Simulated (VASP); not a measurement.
```
CELL_PARAMETERS angstrom
      0.00000     2.91323     2.91323
      2.91323     0.00000     2.91323
      2.91323     2.91323     0.00000
ATOMIC_POSITIONS crystal
  Cd 0.01716 0.98284 0.01716
  S  0.25000 0.25000 0.25000
```

Level of theory: PBEsol GGA, VASP's PBE PAW potentials (set 64) (plane waves; VASP). Numerical set-up: 480 eV cut-off, 8×8×8 Γ-centred mesh, Gaussian smearing of 0.050 eV, potentials Cd S.

### Question
Predict the energy per atom (σ→0), largest force, band gap (on the k-mesh) with the smallest direct gap where there is one.

### Answer

```json
{
 "band gap (on the k-mesh)": "1.01 eV",
 "smallest direct gap (on the k-mesh)": "1.01 eV",
 "energy per atom (σ→0)": "-3.394 eV/atom",
 "largest_force": "0.506 eV/Å"
}
```

The absolute energy has meaning only against runs of the same code, potentials and settings.

The compound is CdS in the zinc blende structure, a metastable form; wurtzite is the usual one. This cell was strained or had an atom moved on purpose.
